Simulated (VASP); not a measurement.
Ag (fcc) is relaxed at rising pressure, each step from the one before. Symmetry mostly holds the structure type, and other phases were not tried. The mesh follows the cell, and a change of mesh leaves a small step in the series.

Here is the system:

```cif
data_Ag
_chemical_formula_sum 'Ag1'
_space_group_name_H-M_alt 'P 1'
_space_group_IT_number 1
_cell_length_a 2.83048
_cell_length_b 2.83048
_cell_length_c 2.83048
_cell_angle_alpha 60.000
_cell_angle_beta 60.000
_cell_angle_gamma 60.000
loop_
_space_group_symop_operation_xyz
  'x, y, z'
loop_
_atom_site_label
_atom_site_type_symbol
_atom_site_fract_x
_atom_site_fract_y
_atom_site_fract_z
_atom_site_occupancy
Ag1 Ag 0.00000 0.00000 0.00000 1
```

These are LDA (Ceperley-Alder, Perdew-Zunger), VASP's LDA PAW potentials (set 64) (plane waves; VASP) values and carry that method's errors. Settings: 500 eV cut-off, 16×16×16 Γ-centred mesh, first-order Methfessel-Paxton smearing of 0.10 eV, potentials Ag.

| P (GPa) | V (Å³/atom) | H − H(0) (eV/atom) | space group | gap on the mesh (eV) | k-mesh |
|---|---|---|---|---|---|
| 0 | 16.03 | 0.000 | Fm-3m | 0.00 | 16×16×16 |
| 5 | 15.52 | 0.492 | Fm-3m | 0.00 | 16×16×16 |
| 10 | 15.09 | 0.970 | Fm-3m | 0.00 | 16×16×16 |
| 20 | 14.41 | 1.889 | Fm-3m | 0.00 | 16×16×16 |
| 30 | 13.88 | 2.772 | Fm-3m | 0.00 | 16×16×16 |
| 45 | 13.23 | 4.038 | Fm-3m | 0.00 | 17×17×17 |

Pressures at which the relaxation failed are left out.

The compound is Ag in the fcc structure.
